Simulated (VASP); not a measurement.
All values below come from PBE GGA, VASP's PBE PAW potentials (set 64) (plane waves; VASP 6.6.1).

The input files of a VASP run:

**POSCAR**
```
Al16Cl
1.0
  5.7074358799   0.0000000000   0.0000000000
  2.8537174417   4.9427846699   0.0000000000
  0.0000000000   0.0000000000  20.9409509579
Al Cl
16 1
Cart
  0.0000000000   0.0000000000   6.9753888822
  2.8537179400   0.0000000000   6.9753888822
  1.4268587209   2.4713923349   6.9753888822
  4.2805766608   2.4713923349   6.9753888822
  1.4268617407   0.8237990926   9.3054466134
  4.2805796806   0.8237990926   9.3054466134
  2.8537204615   3.2951914275   9.3054466134
  5.7074384015   3.2951914275   9.3054466134
 -0.0000030198   1.6475932424  11.6355043445
  2.8537149201   1.6475932424  11.6355043445
  1.4268557010   4.1189855773  11.6355043445
  4.2805736410   4.1189855773  11.6355043445
  0.0000000000   0.0000000000  13.9655620757
  2.8537179400   0.0000000000  13.9655620757
  1.4268587209   2.4713923349  13.9655620757
  4.2805766608   2.4713923349  13.9655620757
  1.4268617407   0.8237990926  15.2988514823
```

INCAR:
```
SYSTEM  =  Al16Cl
PREC  =  Normal; ENCUT  =  400; LREAL  =  .FALSE.
LASPH  =  .TRUE.
EDIFF  =  1E-5; NELM  =  100; NELMIN  =  4
ALGO  =  Normal
ISMEAR  =  1; SIGMA  =  0.1
GGA  =  PE
IBRION  =  2; NSW  =  50; ISIF  =  2
EDIFFG  =  -0.03
LWAVE  =  .TRUE.; LCHARG  =  .FALSE.
DIPOL  =  0.5 0.5 0.5
LDIPOL  =  .TRUE.; IDIPOL  =  3
```

**KPOINTS**
```
Automatic mesh
0
Gamma
5 5 1
0 0 0
```

POTCAR, in this order: Al Cl (PBE.64 set). Program: vasp_std.

Output of the run:

### OSZICAR
```
...
DAV:   9    -0.606129052443E+02    0.18006E-04   -0.34210E-05   344   0.280E-02    0.113E-01
DAV:  10    -0.606128657263E+02    0.39518E-04   -0.42030E-05   356   0.262E-02    0.912E-02
DAV:  11    -0.606128427052E+02    0.23021E-04   -0.38278E-05   344   0.238E-02    0.668E-02
DAV:  12    -0.606128245490E+02    0.18156E-04   -0.11457E-05   220   0.143E-02    0.543E-02
DAV:  13    -0.606128157858E+02    0.87632E-05   -0.14917E-05   244   0.148E-02
   7 F= -.60612816E+02 E0= -.60612515E+02  d E =-.403292E-01
       N       E                     dE             d eps       ncg     rms          rms(c)
DAV:   1    -0.605385358718E+02    0.74289E-01   -0.16078E+01   360   0.148E+01    0.179E+00
DAV:   2    -0.606397209822E+02   -0.10119E+00   -0.12388E+00   448   0.448E+00    0.723E-01
DAV:   3    -0.606467786435E+02   -0.70577E-02   -0.12996E-01   436   0.153E+00    0.567E-01
DAV:   4    -0.606483948595E+02   -0.16162E-02   -0.16134E-01   416   0.154E+00    0.546E-01
DAV:   5    -0.606368546779E+02    0.11540E-01   -0.38982E-02   492   0.831E-01    0.382E-01
DAV:   6    -0.606365961190E+02    0.25856E-03   -0.79933E-03   468   0.345E-01    0.221E-01
DAV:   7    -0.606365496149E+02    0.46504E-04   -0.83000E-04   508   0.132E-01    0.123E-01
DAV:   8    -0.606366277097E+02   -0.78095E-04   -0.55921E-04   488   0.969E-02    0.712E-02
DAV:   9    -0.606367023438E+02   -0.74634E-04   -0.12175E-04   404   0.472E-02    0.764E-02
DAV:  10    -0.606367161502E+02   -0.13806E-04   -0.15306E-05   216   0.200E-02    0.553E-02
DAV:  11    -0.606367341571E+02   -0.18007E-04   -0.15036E-04   444   0.476E-02    0.912E-03
DAV:  12    -0.606367438449E+02   -0.96878E-05   -0.30297E-05   348   0.228E-02
   8 F= -.60636744E+02 E0= -.60636430E+02  d E =-.642573E-01
       N       E                     dE             d eps       ncg     rms          rms(c)
DAV:   1    -0.606531324643E+02   -0.16398E-01   -0.22482E+00   360   0.597E+00    0.666E-01
DAV:   2    -0.606715026831E+02   -0.18370E-01   -0.21704E-01   512   0.181E+00    0.303E-01
DAV:   3    -0.606812311355E+02   -0.97285E-02   -0.16032E-01   420   0.153E+00    0.342E-01
DAV:   4    -0.606662497643E+02    0.14981E-01   -0.64331E-02   440   0.988E-01    0.188E-01
DAV:   5    -0.606664034835E+02   -0.15372E-03   -0.52518E-03   476   0.302E-01    0.177E-01
DAV:   6    -0.606664594432E+02   -0.55960E-04   -0.44582E-04   472   0.919E-02    0.111E-01
DAV:   7    -0.606664780303E+02   -0.18587E-04   -0.78698E-05   428   0.375E-02    0.763E-02
DAV:   8    -0.606665117716E+02   -0.33741E-04   -0.46048E-05   400   0.286E-02    0.205E-02
DAV:   9    -0.606665134380E+02   -0.16663E-05   -0.63698E-06   204   0.125E-02
   9 F= -.60666513E+02 E0= -.60666196E+02  d E =-.297696E-01
       N       E                     dE             d eps       ncg     rms          rms(c)
DAV:   1    -0.605780920514E+02    0.88420E-01   -0.20046E+01   360   0.179E+01    0.202E+00
DAV:   2    -0.607258926536E+02   -0.14780E+00   -0.17512E+00   512   0.508E+00    0.912E-01
DAV:   3    -0.607927056601E+02   -0.66813E-01   -0.89248E-01   436   0.368E+00    0.973E-01
DAV:   4    -0.606988863346E+02    0.93819E-01   -0.43469E-01   448   0.253E+00    0.607E-01
DAV:   5    -0.606996709169E+02   -0.78458E-03   -0.37395E-02   464   0.811E-01    0.499E-01
DAV:   6    -0.606999601788E+02   -0.28926E-03   -0.35583E-03   472   0.255E-01    0.299E-01
DAV:   7    -0.606998886141E+02    0.71565E-04   -0.81047E-04   496   0.117E-01    0.162E-01
DAV:   8    -0.606999278212E+02   -0.39207E-04   -0.56858E-04   432   0.954E-02    0.234E-02
DAV:   9    -0.606999301251E+02   -0.23039E-05   -0.61564E-05   436   0.385E-02
  10 F= -.60699930E+02 E0= -.60699433E+02  d E =-.631863E-01
       N       E                     dE             d eps       ncg     rms          rms(c)
DAV:   1    -0.606986322605E+02    0.12956E-02   -0.27066E-01   360   0.207E+00    0.244E-01
DAV:   2    -0.607006073140E+02   -0.19751E-02   -0.23604E-02   512   0.595E-01    0.947E-02
DAV:   3    -0.607009042954E+02   -0.29698E-03   -0.40886E-03   444   0.266E-01    0.923E-02
DAV:   4    -0.607004717844E+02    0.43251E-03   -0.26468E-03   436   0.201E-01    0.762E-02
DAV:   5    -0.607004695880E+02    0.21964E-05   -0.27439E-04   476   0.705E-02    0.675E-02
DAV:   6    -0.607004716538E+02   -0.20658E-05   -0.24436E-05   292   0.216E-02
  11 F= -.60700472E+02 E0= -.60700079E+02  d E =-.637278E-01
       N       E                     dE             d eps       ncg     rms          rms(c)
DAV:   1    -0.607059730097E+02   -0.55034E-02   -0.76539E-01   368   0.353E+00    0.442E-01
DAV:   2    -0.607140688276E+02   -0.80958E-02   -0.85668E-02   440   0.127E+00    0.240E-01
DAV:   3    -0.607163625237E+02   -0.22937E-02   -0.11471E-01   424   0.127E+00    0.207E-01
DAV:   4    -0.607095109233E+02    0.68516E-02   -0.36106E-02   512   0.748E-01    0.955E-02
DAV:   5    -0.607096488876E+02   -0.13796E-03   -0.25088E-03   456   0.229E-01    0.911E-02
DAV:   6    -0.607096480363E+02    0.85138E-06   -0.18752E-04   500   0.603E-02    0.704E-02
DAV:   7    -0.607096302051E+02    0.17831E-04   -0.10323E-04   396   0.403E-02    0.382E-02
DAV:   8    -0.607096372527E+02   -0.70476E-05   -0.65621E-05   400   0.281E-02
  12 F= -.60709637E+02 E0= -.60709025E+02  d E =-.916560E-02
       N       E                     dE             d eps       ncg     rms          rms(c)
DAV:   1    -0.607100934375E+02   -0.46323E-03   -0.18814E-01   368   0.175E+00    0.219E-01
DAV:   2    -0.607119720816E+02   -0.18786E-02   -0.20137E-02   440   0.618E-01    0.117E-01
DAV:   3    -0.607126741127E+02   -0.70203E-03   -0.26960E-02   416   0.618E-01    0.104E-01
DAV:   4    -0.607109866078E+02    0.16875E-02   -0.91702E-03   492   0.375E-01    0.502E-02
DAV:   5    -0.607110151728E+02   -0.28565E-04   -0.57921E-04   460   0.112E-01    0.469E-02
DAV:   6    -0.607110154901E+02   -0.31737E-06   -0.46503E-05   432   0.297E-02
  13 F= -.60711015E+02 E0= -.60710186E+02  d E =-.105438E-01
       N       E                     dE             d eps       ncg     rms          rms(c)
DAV:   1    -0.607136492385E+02   -0.26341E-02   -0.18115E-01   360   0.179E+00    0.234E-01
DAV:   2    -0.607142516896E+02   -0.60245E-03   -0.12570E-02   412   0.483E-01    0.642E-02
DAV:   3    -0.607144528859E+02   -0.20120E-03   -0.24864E-03   492   0.219E-01    0.675E-02
DAV:   4    -0.607142023847E+02    0.25050E-03   -0.18495E-03   440   0.170E-01    0.571E-02
DAV:   5    -0.607141964428E+02    0.59419E-05   -0.17792E-04   448   0.583E-02    0.449E-02
DAV:   6    -0.607141908431E+02    0.55997E-05   -0.22377E-05   300   0.235E-02
  14 F= -.60714191E+02 E0= -.60713161E+02  d E =-.317535E-02
       N       E                     dE             d eps       ncg     rms          rms(c)
DAV:   1    -0.607142520297E+02   -0.55587E-04   -0.83658E-03   368   0.387E-01    0.441E-02
DAV:   2    -0.607142845522E+02   -0.32522E-04   -0.64514E-04   444   0.106E-01    0.186E-02
DAV:   3    -0.607143387958E+02   -0.54244E-04   -0.64619E-04   364   0.964E-02    0.247E-02
DAV:   4    -0.607142689131E+02    0.69883E-04   -0.29009E-04   336   0.658E-02    0.112E-02
DAV:   5    -0.607142703871E+02   -0.14740E-05   -0.34302E-05   316   0.244E-02
  15 F= -.60714270E+02 E0= -.60713202E+02  d E =-.325490E-02
       N       E                     dE             d eps       ncg     rms          rms(c)
DAV:   1    -0.607150468338E+02   -0.77792E-03   -0.36878E-02   360   0.850E-01    0.755E-02
DAV:   2    -0.607151404790E+02   -0.93645E-04   -0.14524E-03   472   0.184E-01    0.360E-02
DAV:   3    -0.607153288256E+02   -0.18835E-03   -0.25233E-03   432   0.188E-01    0.389E-02
DAV:   4    -0.607151006092E+02    0.22822E-03   -0.12319E-03   372   0.134E-01    0.194E-02
DAV:   5    -0.607151040775E+02   -0.34683E-05   -0.68490E-05   452   0.390E-02
  16 F= -.60715104E+02 E0= -.60713933E+02  d E =-.833690E-03
```

### OUTCAR
```
------------------------ aborting loop because EDIFF is reached ----------------------------------------
  FORCE on cell =-STRESS in cart. coord.  units (eV):
  Direction    XX          YY          ZZ          XY          YZ          ZX
  --------------------------------------------------------------------------------------
  Total       -6.6532806     -6.6532812     -0.2339170      0.0000007      0.0000000     -0.0000000
  in kB      -18.0441858    -18.0441873     -0.6344002      0.0000018      0.0000000     -0.0000000
  external PRESSURE =     -12.2409245 kB  Pullay stress =       0.0000000 kB
  volume of cell :      590.76
      direct lattice vectors                 reciprocal lattice vectors
     5.707435880  0.000000000  0.000000000     0.175210028 -0.101157535  0.000000000
     2.853717442  4.942784670  0.000000000     0.000000000  0.202315105  0.000000000
     0.000000000  0.000000000 20.940950958     0.000000000  0.000000000  0.047753323
 POSITION                                       TOTAL-FORCE (eV/Angst)
 -----------------------------------------------------------------------------------
      0.00315      0.00182      6.83843         0.005063      0.002923      0.004089
      2.85057      0.00182      6.83843        -0.005063      0.002923      0.004089
      1.42686      2.46776      6.83843         0.000000     -0.005846      0.004089
      4.28058      2.47139      6.86457        -0.000000     -0.000000      0.024904
      1.42686      0.82380      9.18236        -0.000000      0.000000     -0.008258
      4.28058      0.82529      9.24353         0.000000     -0.008689      0.000852
      2.85501      3.29445      9.24353        -0.007525      0.004344      0.000852
      5.70615      3.29445      9.24353         0.007525      0.004344      0.000852
      5.72097      1.63978     11.62600        -0.004387      0.002533     -0.004955
      2.84018      1.63978     11.62600         0.004387      0.002533     -0.004955
      7.13429      4.11899     11.58538        -0.000000     -0.000000     -0.018431
      4.28057      4.13462     11.62600         0.000000     -0.005066     -0.004955
      8.51997      4.91901     14.03304        -0.002821     -0.001629      0.001260
      5.74862      4.91901     14.03304         0.002821     -0.001629      0.001260
      7.13429      2.51895     14.03304        -0.000000      0.003258      0.001260
      4.28058      2.47139     13.92425        -0.000000      0.000000      0.002005
      1.42686      0.82380     16.04690        -0.000000     -0.000000     -0.003960
 -----------------------------------------------------------------------------------
    total drift:                               -0.001046     -0.000604      0.000411
  FREE ENERGIE OF THE ION-ELECTRON SYSTEM (eV)
  ---------------------------------------------------
  free  energy   TOTEN  =       -60.7151040775 eV

  energy  without entropy=      -60.7115921469  energy(sigma->0) =      -60.71393343

 reached required accuracy - stopping structural energy minimisation
```
(Selected blocks of OUTCAR.)

### CONTCAR
```
Al16Cl
   1.00000000000000
     5.7074358799000002    0.0000000000000000    0.0000000000000000
     2.8537174417000002    4.9427846699000000    0.0000000000000000
     0.0000000000000000    0.0000000000000000   20.9409509579000002
  Al              Cl
    16     1
Direct
     0.0003677643337555    0.0003677643337555    0.3265578177651579
     0.4992644713324890    0.0003677643337555    0.3265578177651579
     0.0003677643337555    0.4992644713324890    0.3265578177651579
     0.5000000000000000    0.5000000000000000    0.3278062445238599
     0.1666669999999968    0.1666669999999968    0.4384882405719415
     0.6665165469250954    0.1669679061497992    0.4414092518727375
     0.1669679061497992    0.6665165469250954    0.4414092518727375
     0.6665165469250953    0.6665165469250954    0.4414092518727375
     0.8364960392647182    0.3317514803676457    0.5551800507648076
     0.3317514803676457    0.3317514803676457    0.5551800507648076
     0.8333330000000032    0.8333330000000032    0.5532405595835032
     0.3317514803676457    0.8364960392647182    0.5551800507648076
     0.9951892082010892    0.9951892082010892    0.6701242004820073
     0.5096215835978219    0.9951892082010892    0.6701242004820073
     0.9951892082010892    0.5096215835978219    0.6701242004820073
     0.5000000000000000    0.5000000000000000    0.6649291218506858
     0.1666669999999968    0.1666669999999968    0.7662928708158762
```

**OUTCAR**
```
 val. band max:        1.5178016715   @ k =   0.4000   0.2000   0.0000

 cond. band min:       1.6969850459   @ k =   0.4000   0.2000   0.0000


 Fermi energy:         1.6619750590

 k-point     1 :       0.0000    0.0000    0.0000
  band No.  band energies     occupation
      1     -14.6035      2.00000
      2      -9.1235      2.00000
      3      -8.1429      2.00000
      4      -6.6090      2.00000
      5      -4.6653      2.00000
      6      -3.5575      2.00000
      7      -3.5027      2.00000
      8      -3.5027      2.00000
      9      -3.2614      2.00000
     10      -3.2079      2.00000
     11      -3.2079      2.00000
     12      -3.0371      2.00000
     13      -3.0371      2.00000
     14      -3.0141      2.00000
     15      -2.3379      2.00000
     16      -2.2893      2.00000
     17      -2.2893      2.00000
     18      -2.1442      2.00000
     19      -1.9887      2.00000
     20      -1.9887      2.00000
     21      -1.5812      2.00000
     22      -0.9842      2.00000
     23      -0.9842      2.00000
     24      -0.6896      2.00000
     25      -0.2423      2.00000
     26      -0.2423      2.00000
     27       0.0298      2.00000
     28       1.0181      2.00000
     29       1.3733      2.00035
     30       1.4382      2.00689
     31       1.4382      2.00689
     32       1.7357      0.05555
     33       1.7357      0.05555
     34       2.1268     -0.00000
     35       3.6296     -0.00000
     36       3.6745      0.00000

 k-point     2 :       0.2000    0.0000    0.0000
  band No.  band energies     occupation
      1     -14.6004      2.00000
      2      -8.8832      2.00000
      3      -7.9081      2.00000
      4      -6.3851      2.00000
      5      -5.3325      2.00000
      6      -4.5702      2.00000
      7      -4.4079      2.00000
      8      -4.1801      2.00000
      9      -4.1712      2.00000
     10      -3.5820      2.00000
     11      -3.5394      2.00000
     12      -3.1938      2.00000
...
```

The cell is a thin slab with vacuum, built from Al (fcc): (111) face, Cl adsorbed.
